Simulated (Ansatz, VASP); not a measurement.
# CsAgMoO4: VASP beside Ansatz, part 2 of 3

Aim: how closely do two programs agree when they are given the same cell, functional and k mesh? The cell is generated by rule, not measured, and may not be a known phase. Of the first pair: The cell is taken from a series of runs on this material, whose earlier steps may have relaxed, scaled, displaced or heated it; both programs get it as it stands.

VASP 6.6.1 and Ansatz 0.2.0.

So far: The starting structure; VASP: relaxation of cell and atoms, PBEsol, pair 1.

## 3. Ansatz: relaxation of cell and atoms, PBEsol, pair 1

Level of this step: Ansatz beside VASP: Kohn-Sham DFT, plane waves, PBEsol (Ansatz).

Ansatz runs on its default PAW (the set named soft_2) files.

The same cell, functional and mesh now go to Ansatz, which takes its cutoff from its data sets.

input.yaml reads:

```yaml
crystal:
  lattice:
    - [0.0, 4.5651414399, 4.5651414399]
    - [4.5651414399, 0.0, 4.5651414399]
    - [4.5651414399, 4.5651414399, 0.0]
  atoms:
    - { symbol: Cs, position: [0.75, 0.75, 0.75] }
    - { symbol: Ag, position: [0.5, 0.5, 0.5] }
    - { symbol: Mo, position: [0.25, 0.25, 0.25] }
    - { symbol: O, position: [0.9147950655, 0.3617349782, 0.3617349782] }
    - { symbol: O, position: [0.3617349782, 0.3617349782, 0.9147950655] }
    - { symbol: O, position: [0.3617349782, 0.9147950655, 0.3617349782] }
    - { symbol: O, position: [0.3617349782, 0.3617349782, 0.3617349782] }
kpoints:
  mp_grid: { grid: [4, 4, 4] }
hamiltonian:
  xc: pbesol
scf:
  occupations: { method: fixed }
output:
  forces: true
  stress: true
  eigenvalues: true
relax:
  adjacent_minimum: "off"
  f_tol: 0.001
  max_steps: 60
  cell: { stress_tol: 0.01 }
```

Command:

```sh
ansatz run input.yaml --threads 8 --pin off --max-ram 14336MiB --backend cpu --events-out ev --progress --plain --runs-dir out
```

Numbers of over 12 decimals in the logs are rounded to 6 here.

What it wrote:

```text
Engine: ansatz 0.2.0, x86_64-unknown-linux-gnu
Pseudopotentials: kind: paw
Pseudopotential: Cs, paw, valence charge 9, recommended cutoff 420 eV (normal), Cs.paw.azcp
Pseudopotential: Ag, paw, valence charge 19, recommended cutoff 420 eV (normal), Ag.paw.azcp
Pseudopotential: Mo, paw, valence charge 14, recommended cutoff 420 eV (normal), Mo.paw.azcp
Pseudopotential: O, paw, valence charge 6, recommended cutoff 420 eV (normal), O.paw.azcp
Functional definition: PBEsol
  exchange = pbesol_x
  correlation = pbesol_c
Crystal: 7 atoms, lattice volume = 190.280 Å³
Basis set: ecut = 420 eV, 3719 PW (Γ), exchange–correlation on 90×90×90 points (8 copies of the dense FFT grid, shifted against one another)
Bands: 40, of which v1, the nominal top of the filled ones, is band 33 counted from 1 (32 counted from 0)
Symmetry: 24 space group operations
Space group: F-43m (ITA 216), of the structure as read, at distance tolerance 5.8e-5 Å
k-points: 8 of 64 (time reversal used)
Non-local potential: Cs, projectors of the file, l = 0: 3, l = 1: 2, l = 2: 2, l = 3: 2
Non-local potential: Ag, projectors of the file, l = 0: 3, l = 1: 2, l = 2: 2, l = 3: 1
Non-local potential: Mo, projectors of the file, l = 0: 3, l = 1: 2, l = 2: 2, l = 3: 1
Non-local potential: O, projectors of the file, l = 0: 2, l = 1: 2, l = 2: 1
PAW form: soft (Blöchl's): semilocal exchange-correlation on the pseudo side does not see the compensation charge
PAW frozen core: Cs, regenerated for the run's functional, and the local potential with it (the file was generated under x = pbe(κ = 0.804, μ = 0.219515), c = pbe(β = 0.066725))
PAW frozen core: Ag, regenerated for the run's functional, and the local potential with it (the file was generated under x = pbe(κ = 0.804, μ = 0.219515), c = pbe(β = 0.066725))
PAW frozen core: Mo, regenerated for the run's functional, and the local potential with it (the file was generated under x = pbe(κ = 0.804, μ = 0.219515), c = pbe(β = 0.066725))
PAW frozen core: O, regenerated for the run's functional, and the local potential with it (the file was generated under x = pbe(κ = 0.804, μ = 0.219515), c = pbe(β = 0.066725))
PAW one-centre angular grid: Cs, 194 points (default); XC on 64 Gauss nodes
PAW one-centre angular grid: Ag, 590 points (default); XC on 64 Gauss nodes
PAW one-centre angular grid: Mo, 590 points (default); XC on 64 Gauss nodes
PAW one-centre angular grid: O, 110 points (default); XC on 64 Gauss nodes
Initial density: superposition of atomic densities (neutral atoms: chi_scale 0, normalization atom), corrected by the library's trained network
Initial wavefunctions: pseudopotential atomic-orbital guess
Functional: x = pbesol(κ = 0.804, μ = 0.123457), c = pbesol(β = 0.046)
SCF iter   1: F=—  HF=-20249.804484 eV  |F-HF|=—  |Δ(HF+E_count)|=         —  Δρ=9.64e-3  dr2=1.91e-1  ethr=1.77e-3  ⟨swp⟩=4.9  Hψ=1155  notcnv=0  defer=37
preconditioner: auto → Resta (q_TF=auto, 2.287 Å⁻¹)  ε∞=4.2  [insulator: Δε(μ)=2.673 eV  Ē_g=10.683 eV  n_scr=50 (ndim 8)  ℏωp=19.0 eV  f_vac=0.303  ε∞_Penn≈4.2]
SCF iter   2: F=—  HF=-20249.782641 eV  |F-HF|=—  |Δ(HF+E_count)|=   2.18e-2  Δρ=5.33e-3  dr2=6.51e-2  ethr=2.90e-4  ⟨swp⟩=2.0  Hψ=575  notcnv=0  defer=36
SCF iter   3: F=—  HF=-20249.771311 eV  |F-HF|=—  |Δ(HF+E_count)|=   1.13e-2  Δρ=1.32e-3  dr2=2.17e-3  ethr=9.86e-5  ⟨swp⟩=2.0  Hψ=455  notcnv=0  defer=37
SCF iter   4: F=—  HF=-20249.771264 eV  |F-HF|=—  |Δ(HF+E_count)|=   4.70e-5  Δρ=3.41e-4  dr2=2.80e-4  ethr=3.29e-6  ⟨swp⟩=2.0  Hψ=509  notcnv=0  defer=38
SCF iter   5: F=—  HF=-20249.771320 eV  |F-HF|=—  |Δ(HF+E_count)|=   5.63e-5  Δρ=1.20e-4  dr2=3.64e-5  ethr=4.24e-7  ⟨swp⟩=2.0  Hψ=447  notcnv=0  defer=36
SCF iter   6: F=—  HF=-20249.771503 eV  |F-HF|=—  |Δ(HF+E_count)|=   1.83e-4  Δρ=4.32e-5  dr2=4.98e-6  ethr=5.51e-8  ⟨swp⟩=2.8  Hψ=554  notcnv=0  defer=32
SCF iter   7: F=—  HF=-20249.771509 eV  |F-HF|=—  |Δ(HF+E_count)|=   5.96e-6  Δρ=8.49e-6  dr2=1.72e-7  ethr=7.55e-9  ⟨swp⟩=2.0  Hψ=473  notcnv=0  defer=34
SCF iter   8: F=-20249.771509 eV  HF=-20249.771509 eV  |F-HF|=4.14e-9  |Δ(HF+E_count)|=   1.99e-7  Δρ=2.28e-6  dr2=1.01e-8  ethr=1.52e-10  ⟨swp⟩=11.1  Hψ=1503  notcnv=0
SCF 1 converged in 8 iterations: F = -20249.771509 eV  dr2 = 1.01e-8
  greatest PAW one-centre occupation: 1.001 electrons in one spin orbital (limit 2), on the Ag atom at site 1 (counted from 0), in its partial waves of l = 0
relax step   1: F+E_penalty+E_count = -20249.77150947 eV  Δ(F+E_penalty+E_count) = +0.000e0 eV  max|allowed force component| = 9.984e-4 eV/Å  Δτ_max = 0.0000 Å  P = +0.030 GPa  Ω = 190.280 Å³  (8 SCF iters, dr2 threshold 1.00e-7 eV, accepted)
[...]
relax step   2: F+E_penalty+E_count = -20249.77137265 eV  Δ(F+E_penalty+E_count) = +1.368e-4 eV  max|allowed force component| = 6.574e-4 eV/Å  Δτ_max = 0.0001 Å  P = +0.008 GPa  Ω = 190.367 Å³  energy of the carried Pulay correction = -1.471e-4 eV  (6 SCF iters, dr2 threshold 2.32e-9 eV, accepted)
[...]
relax step   3: F+E_penalty+E_count = -20249.77137265 eV  Δ(F+E_penalty+E_count) = -1.928e-10 eV  max|allowed force component| = 6.562e-4 eV/Å  Δτ_max = 0.0000 Å  P = +0.009 GPa  Ω = 190.367 Å³  stress off target by 9.12e-3 GPa  SCF on the basis re-selected at this cell (its energy is not comparable with the rows above)  (8 SCF iters)
basis re-selected at this cell: Δ(F+E_penalty+E_count) = -1.928e-10 eV, ΔP = +0.001 GPa vs the last step (what re-selecting the basis moved, of the pressure what is left beyond the Pulay correction that the steps carried, after the strain that the cell walked since its last selection, with what the two solves' SCF thresholds leave and, on support functions, any second-order correction that the steps lacked; it is no  [...]
SCF converged after 8 iterations
Free energy (F): -20249.771373 eV
Harris-Foulkes:  -20249.771373 eV  (|F-HF|=1.09e-11)
Internal energy: -20249.771373 eV  (E = F + TS)
E sigma→0 (E₀):  -20249.771373 eV
Fermi energy:    2.921324 eV
--- Per-component energies (eV) ---
  E_band       = -941.548274
  E_kinetic    = 1802.886240
  E_local      = -9634.637928  (includes V_loc(G=0)·N_el)
  E_nonlocal   = 453.791611
  E_hartree    = 4056.974012
  E_xc         = -824.233964
  E_vxc        = -954.597765  (∫ρ·V_xc dr)
  E_paw        = -12572.469069  (= ΣΔE_a)
  E_vpaw       = -722.948567  (= ΣTr[D̂ρ^β])
  E_aug_tail   = 0.010099  (compensation charges beyond the density's cutoff)
  E_ewald      = -3532.909725
  E_core_change = 0.817350  (= ΣΔE_core)
  E_smearing   = -0.000000  (= −TS)
  E_closure    = -0.000000  (closes the sum)
  Σ components = -20249.771373   (vs F -20249.771373, Δ=0.00e0)
--- Forces (eV/Å), atoms counted from 1 ---
  atom   1  Cs    -0.00000000     0.00000000     0.00000000
  atom   2  Ag    -0.00000000    -0.00000000    -0.00000000
  atom   3  Mo     0.00000000    -0.00000000    -0.00000000
  atom   4  O     -0.00065615     0.00065615     0.00065615
  atom   5  O      0.00065615     0.00065615    -0.00065615
  atom   6  O      0.00065615    -0.00065615     0.00065615
  atom   7  O     -0.00065615    -0.00065615    -0.00065615
  max |Σ_I F_I| component: 5.26e-17 eV/Å
--- Stress (GPa, compression-positive) ---
        0.009123      -0.000000      -0.000000
       -0.000000       0.009123       0.000000
       -0.000000       0.000000       0.009123
  P = ⅓ Tr σ = 0.0091 GPa (0.091 kbar)
--- Band table (eV; the first three rows and the last of 8) ---
  k-point 0: bands = [... 29 lower, 1.5935, 2.1264, 2.1264, 2.1264, 5.7959, 6.7252, 6.7252, 8.5739, ... 3 higher]
  k-point 1: bands = [... 29 lower, 1.8104, 2.4805, 2.4805, 2.5308, 6.2178, 6.6963, 6.6963, 7.9408, ... 3 higher]
  k-point 2: bands = [... 29 lower, 1.8346, 2.7623, 2.7623, 2.9186, 6.6680, 6.6680, 6.7188, 7.6435, ... 3 higher]
  k-point 7: bands = [... 29 lower, 2.4631, 2.6897, 2.8836, 2.9213, 6.4592, 6.6987, 6.9518, 7.7972, ... 3 higher]
--- Relaxed structure (2 steps of the walk, 2 accepted, 1 SCFs on fresh bases) ---
  F+E_penalty+E_count = -20249.77137265 eV   max|allowed force component| = 6.562e-4 eV/Å   (the final SCF, on the basis selected at the relaxed cell)
  cell:  # Å, volume = 190.3668 Å³
    - [0, 4.565837, 4.565837]
    - [4.565837, 0, 4.565837]
    - [4.565837, 4.565837, 0]
  atoms:
    - { symbol: Cs, position: [0.75, 0.75, 0.75] }
    - { symbol: Ag, position: [0.500000, 0.500000, 0.500000] }
    - { symbol: Mo, position: [0.25, 0.25, 0.25] }
    - { symbol: O, position: [0.914822, 0.361726, 0.361726] }
    - { symbol: O, position: [0.361726, 0.361726, 0.914822] }
    - { symbol: O, position: [0.361726, 0.914822, 0.361726] }
    - { symbol: O, position: [0.361726, 0.361726, 0.361726] }
```

Reading the cycles: dr2 is the Hartree energy of the density residual (eV), the measure of convergence; HF is the Harris–Foulkes estimate of the energy, which meets the free energy F at convergence.

## 4. Side by side

Known differences besides the potentials themselves: fixed occupations in Ansatz, narrow Gaussian smearing in VASP; the data sets hold 66 valence electrons in Ansatz (on its default PAW (the set named soft_2) files) and 58 in VASP; the cutoff is 420 eV in Ansatz and 600 eV in VASP; Ansatz makes its cores anew for this functional, VASP keeps those of its PBE data sets; Ansatz adds a Pulay correction to the stress that steers its cell, VASP none. Total energies have different zeros and are not compared.

The two programs side by side:

```
                                         quantity  Ansatz    VASP  difference
                                      volume (Å³)  190.37  189.70     +0.35 %
edge a after relaxation, in the typed setting (Å)   6.457   6.449     +0.12 %
```

## 5. VASP: relaxation of cell and atoms, PBEsol, pair 2

The relaxed volume is the usual yardstick between codes: in a stiff, nearly cubic crystal its relative difference is about their pressure difference at one cell divided by the bulk modulus.

INCAR reads:

```
SYSTEM = CsAgMoO4
PREC = Accurate
ENCUT = 600
EDIFF = 1E-07
NELM = 120
ISMEAR = 0
SIGMA = 0.02
LREAL = .FALSE.
ALGO = Normal
GGA = PS
NBANDS = 36
LASPH = .TRUE.
LORBIT = 11
LWAVE = .FALSE.
LCHARG = .FALSE.
ISIF = 3
IBRION = 2
NSW = 80
EDIFFG = -0.005
GGA_COMPAT = .FALSE.
NELMIN = 4
EFERMI = MIDGAP
KPAR = 2
```

POSCAR reads:

```
CsAgMoO4
1.0
    0.0000000000      4.5525360000      4.5525360000
    4.5525360000      0.0000000000      4.5525360000
    4.5525360000      4.5525360000      0.0000000000
Cs Ag Mo O
1 1 1 4
Direct
    0.7500000000      0.7500000000      0.7500000000
    0.5000000000      0.5000000000      0.5000000000
    0.2500000000      0.2500000000      0.2500000000
    0.9140692133      0.3619769289      0.3619769289
    0.3619769289      0.3619769289      0.9140692133
    0.3619769289      0.9140692133      0.3619769289
    0.3619769289      0.3619769289      0.3619769289
```

KPOINTS reads:

```
Automatic mesh
0
Gamma
4 4 4
0 0 0
```

Potentials, in the order of the species: Cs_sv, Ag, Mo_sv and O (PBE family, release 64).

Command:

```sh
mpirun -np 2 vasp_std
```

What it wrote:

```text
[banner, memory and clock lines left out]
running    2 mpi-ranks, on    1 nodes
[...]
[... a notice as in an earlier step ...]

 LDA part: xc-table for (Slater+PW92), standard interpolation
 POSCAR, INCAR and KPOINTS ok, starting setup
[...]
entering main loop
       N       E                     dE             d eps       ncg     rms          rms(c)
DAV:   1     0.499555293211E+03    0.49956E+03   -0.32250E+04   640   0.161E+03
DAV:   2    -0.159169148755E+02   -0.51547E+03   -0.50616E+03   708   0.358E+02
DAV:   3    -0.574181643179E+02   -0.41501E+02   -0.41255E+02   712   0.105E+02
DAV:   4    -0.581496713673E+02   -0.73151E+00   -0.72883E+00   760   0.140E+01
[...]
DAV:  15    -0.479819306053E+02    0.30152E-05   -0.23888E-05   728   0.321E-02    0.624E-03
DAV:  16    -0.479819305862E+02    0.19160E-07   -0.15806E-06   640   0.797E-03    0.586E-03
DAV:  17    -0.479819304920E+02    0.94139E-07   -0.98383E-07   640   0.622E-03
   1 F= -.47981930E+02 E0= -.47981930E+02  d E =-.479819E+02
[... from here on, the cycles between the ionic steps are left out ...]
   2 F= -.47979055E+02 E0= -.47979055E+02  d E =0.287544E-02
   3 F= -.47982696E+02 E0= -.47982696E+02  d E =-.765518E-03
   4 F= -.47982883E+02 E0= -.47982883E+02  d E =-.186775E-03
   5 F= -.47982910E+02 E0= -.47982910E+02  d E =-.214362E-03
   6 F= -.47982909E+02 E0= -.47982909E+02  d E =-.212813E-03
   7 F= -.47982919E+02 E0= -.47982919E+02  d E =-.222803E-03
[...]
reached required accuracy - stopping structural energy minimisation
```

OUTCAR, selected parts (step 5):

```text
  Total        0.0015544      0.0015544      0.0015544      0.0000000      0.0000000      0.0000000
  in kB        0.0131268      0.0131268      0.0131268      0.0000000      0.0000000      0.0000000
  external PRESSURE =       0.0131268 kB  Pullay stress =       0.0000000 kB

 POSITION                                       TOTAL-FORCE (eV/Angst)
 -----------------------------------------------------------------------------------
      6.84093      6.84093      6.84093        -0.000000     -0.000000     -0.000000
      4.56062      4.56062      4.56062        -0.000000     -0.000000     -0.000000
      2.28031      2.28031      2.28031        -0.000000     -0.000000     -0.000000
      3.30143      5.81981      5.81981        -0.001078      0.001078      0.001078
      5.81981      5.81981      3.30143         0.001078      0.001078     -0.001078
      5.81981      3.30143      5.81981         0.001078     -0.001078      0.001078
      3.30143      3.30143      3.30143        -0.001078     -0.001078     -0.001078
 -----------------------------------------------------------------------------------
    total drift:                                0.000000      0.000000      0.000000

  FREE ENERGIE OF THE ION-ELECTRON SYSTEM (eV)
  ---------------------------------------------------
  free  energy   TOTEN  =       -47.9829188129 eV

  energy  without entropy=      -47.9829188129  energy(sigma->0) =      -47.98291881

[... 2 parts as in an earlier step ...]

[... 2 further parts left out ...]
[key lines of the parts left out:]
E-fermi :   1.3316
```

## 6. Ansatz: relaxation of cell and atoms, PBEsol, pair 2

The same cell, functional, mesh and smearing now go to Ansatz, which takes its cutoff from its data sets.

The cell is taken from a series of runs on this material, whose earlier steps may have relaxed, scaled, displaced or heated it; both programs get it as it stands.

input.yaml reads:

```yaml
crystal:
  lattice:
    - [0.0, 4.5525360361, 4.5525360361]
    - [4.5525360361, 0.0, 4.5525360361]
    - [4.5525360361, 4.5525360361, 0.0]
  atoms:
    - { symbol: Cs, position: [0.75, 0.75, 0.75] }
    - { symbol: Ag, position: [0.5, 0.5, 0.5] }
    - { symbol: Mo, position: [0.25, 0.25, 0.25] }
    - { symbol: O, position: [0.9140692923, 0.3619769026, 0.3619769026] }
    - { symbol: O, position: [0.3619769026, 0.3619769026, 0.9140692923] }
    - { symbol: O, position: [0.3619769026, 0.9140692923, 0.3619769026] }
    - { symbol: O, position: [0.3619769026, 0.3619769026, 0.3619769026] }
kpoints:
  mp_grid: { grid: [4, 4, 4] }
hamiltonian:
  xc: pbesol
scf:
  occupations: { method: gaussian, width: 0.02 }
output:
  forces: true
  stress: true
  eigenvalues: true
  write_density: true
  write_potential: true
  elf: true
  volumetric_format: npy
relax:
  adjacent_minimum: "off"
  f_tol: 0.005
  max_steps: 80
  cell: { stress_tol: 0.05 }
```

Command:

```sh
ansatz run input.yaml --threads 8 --pin off --max-ram 14336MiB --backend cpu --events-out ev --progress --plain --runs-dir out
```

What it wrote:

```text
[...]
Crystal: 7 atoms, lattice volume = 188.708 Å³
Basis set: ecut = 420 eV, 3695 PW (Γ), exchange–correlation on 90×90×90 points (8 copies of the dense FFT grid, shifted against one another)
Bands: 40, of which v1, the nominal top of the filled ones, is band 33 counted from 1 (32 counted from 0)
Symmetry: 24 space group operations
[...]
k-points: 8 of 64 (time reversal used)
[...]
- [0, 4.565141, 4.565141]
    - [4.565141, 0, 4.565141]
    - [4.565141, 4.565141, 0]
  atoms:
    - { symbol: Cs, position: [0.75, 0.75, 0.75] }
    - { symbol: Ag, position: [0.5, 0.5, 0.5] }
    - { symbol: Mo, position: [0.25, 0.25, 0.25] }
    - { symbol: O, position: [0.914795, 0.361735, 0.361735] }
    - { symbol: O, position: [0.361735, 0.361735, 0.914795] }
    - { symbol: O, position: [0.361735, 0.914795, 0.361735] }
    - { symbol: O, position: [0.361735, 0.361735, 0.361735] }
[key lines of the parts left out:]
SCF converged after 6 iterations
Free energy (F): -20249.771509 eV
Fermi energy:    4.363443 eV
P = ⅓ Tr σ = 0.0306 GPa (0.306 kbar)
```

## 7. Comparison

What differs besides the data sets and the points named for the pairs above, as far as they apply: the data sets hold 66 valence electrons in Ansatz (on its default PAW (the set named soft_2) files) and 58 in VASP. Total energies have different zeros and are not compared.

Both answers:

```
                                         quantity  Ansatz    VASP  difference
                                      volume (Å³)  190.28  189.72     +0.30 %
edge a after relaxation, in the typed setting (Å)   6.456   6.450     +0.10 %
```

(Part 2 of 3 ends here.)

[Lines on the potential files, build, host, timing and source positions are cut from VASP's logs without a mark.]

[Logs are printed without paths, hosts, clocks, repeated set-up lines and the standing remarks that a program may print on its own settings, such as how far it seeks lower states.]

[Hosts, paths, dates, database ids (printed as entryN), source tags and the programs' standing remarks are cut or masked in the printed files.]
